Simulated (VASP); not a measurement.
A run of VASP 6.6.1 is set up as follows.

The input INCAR:

```
SYSTEM = LaPRuO
PREC = Accurate
ENCUT = 600
EDIFF = 1E-7
ISMEAR = 0
SIGMA = 0.03
LREAL = .False.
LASPH = .True.
NELM = 80
ALGO = Normal
ISIF = 3
LWAVE = .False.
LCHARG = .False.
GGA = PE
IVDW = 12
IBRION = 2
NSW = 90
EDIFFG = -0.005
KPAR = 2
```

Contents of KPOINTS:

```
regular mesh
0
Gamma
  8 8 4
  0 0 0
```

The input POSCAR:

```
LaPRuO                                  
1.0
    4.0334893838      0.0000000000      0.0000000000
    0.0000000000      4.0334893838      0.0000000000
    0.0000000000      0.0000000000      8.3205281041
  La              P               Ru              O             
     2     2     2     2
Direct
     0.0000000000000000    0.5000000000000000    0.8532137215397236
     0.5000000000000000    0.0000000000000000    0.1467862784602763
     0.5000000000000000    0.0000000000000000    0.6390165695218558
     0.0000000000000000    0.5000000000000000    0.3609834304781444
     0.0000000000000000    0.0000000000000000    0.5000000000000000
     0.5000000000000000    0.5000000000000000    0.5000000000000000
     0.5000000000000000    0.5000000000000000    0.0000000000000000
     0.0000000000000000    0.0000000000000000    0.0000000000000000
```

Potentials or basis: VASP PAW PBE potentials, release 64 (La, P, Ru_pv, O).

Launch:

```console
$ cat potpaw_PBE.64/La/POTCAR potpaw_PBE.64/P/POTCAR potpaw_PBE.64/Ru_pv/POTCAR potpaw_PBE.64/O/POTCAR > POTCAR
$ mpirun -np 2 vasp_std > vasp.out
```

What does it give for the relaxed volume?

16.93 Å³/atom.

What does it give for the band gap on the k mesh?

None (metal or under the smearing width).

What does it give for the relaxed cell?

a = 4.034 Å, b = 4.034 Å, c = 8.323 Å, α = 90.00°, β = 90.00°, γ = 90.00°.

Predict the dispersion energy per atom.

-0.396 eV.

Forces in eV/Å, atoms in the order of the input:
```
La   0.000  0.000  0.002
La   0.000  0.000 -0.002
P    0.000  0.000  0.000
P    0.000  0.000  0.000
Ru   0.000  0.000  0.000
Ru   0.000  0.000  0.000
O    0.000  0.000  0.000
O    0.000  0.000  0.000
```

Caveat: pairwise dispersion overbinds metals, which lowers pressure and volume. Spin-orbit coupling is left out, which matters for the levels of La.
